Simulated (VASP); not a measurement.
# Y: energy against strain

Y (hcp, P6_3/mmc, 32.679 Å³/atom and stress up to 0.23 GPa in the relaxed cell, c along z) under a strain ε along c (axis z), the other axes held. PBE in VASP (plane waves, PAW), 480 eV, 18×18×8 Γ-centred mesh, Methfessel-Paxton smearing 0.10 eV; ions are relaxed, or left where forces stay under 0.02 eV/Å, within the symmetry of each cell.

Here s stands for strain and y for E less E0.

```
strain (%)  E less E0 (meV/atom)
----------  --------------------
-1.50                       2.86
-1.00                       1.45
-0.50                       0.50
0.00                        0.00
0.50                       -0.06
1.00                        0.31
1.50                        1.10
3.00                           ?
```

Problem. Fit y against s with a parabola, and predict the withheld value at s = 3.00.

Solution. Least squares gives y = 0.000 - 0.5800·s + 0.8800·s². Residuals (row less fit): 0.010, -0.010, -0.010, 0.000, 0.010, 0.010, -0.010; standard error 0.012 (degrees of freedom: 4). Twice the quadratic coefficient over the volume, 2 × 0.8800 meV × 10⁴ × 0.1602 / 32.679 Å³, is the elastic constant C33 = about 86 GPa. At the withheld row, y = 0.000 - 0.5800 × 3.0 + 0.8800 × 3.0² = 6.180 meV/atom. The calculation gives 5.86 meV/atom, 0.320 meV/atom below the prediction (5.4 % of the range of y in the table). The row lies outside the fitted rows, so this is an extrapolation. From the scatter of the fitted rows alone, a prediction at this place has a standard error of 0.047 meV/atom, so the miss is 6.8 times that.

A polynomial of degree 3 through the 12 other runs of the series gives 5.88 there, so most of the miss is curvature that the fit leaves out. In a metal these values are sensitive to mesh and smearing; energies are taken to zero smearing, stresses follow the free energy. The runs aren't spin-polarised. Rows are the converged runs of the series near zero and its far end, less any whose ions stayed unrelaxed beside relaxed ones; series whose fitted rows scatter by over a few per cent of the range, as at a crossing or softening among them, aren't shown in this form. Most that stay on the fit to the last digits aren't either.
